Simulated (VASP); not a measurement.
Data:

```
Tb
1.0
    1.78110    -3.08496     0.00000
    1.78110     3.08496     0.00000
    0.00000     0.00000     5.56584
Tb
2
Cartesian
  1.78110   1.02832   1.39146
  1.78110  -1.02832   4.17438
```

Calculation: vdW-DF-cx, VASP's PBE PAW potentials (set 64) (plane waves; VASP). Run with 520 eV cut-off, Gaussian smearing of 0.050 eV, potentials Tb_3.

The 4f electrons are frozen in the core of the lanthanide potential, so 4f levels, which can set the real gap, and their magnetism are missing.

Question: Give the energies of bands 7 to 12 at the high-symmetry points, in eV from the Fermi level.

Answer: 
```json
[
 {"band": "7", "Γ": "-5.03", "M": "-1.87", "K": "-1.08", "A": "-3.37", "L": "-2.00", "H": "-0.63"},
 {"band": "8", "Γ": "-2.24", "M": "-1.57", "K": "-0.64", "A": "-3.37", "L": "-2.00", "H": "-0.63"},
 {"band": "9", "Γ": "1.63", "M": "-1.08", "K": "-0.64", "A": "0.99", "L": "-0.04", "H": "-0.41"},
 {"band": "10", "Γ": "1.75", "M": "0.27", "K": "-0.35", "A": "0.99", "L": "-0.04", "H": "-0.41"},
 {"band": "11", "Γ": "1.75", "M": "1.41", "K": "1.19", "A": "1.65", "L": "1.94", "H": "0.68"},
 {"band": "12", "Γ": "2.16", "M": "1.68", "K": "1.19", "A": "1.65", "L": "1.94", "H": "0.68"}
]
```

It has no gap at this level: it comes out as a metal or semimetal.

The compound is Tb in the hcp structure. It was relaxed first.
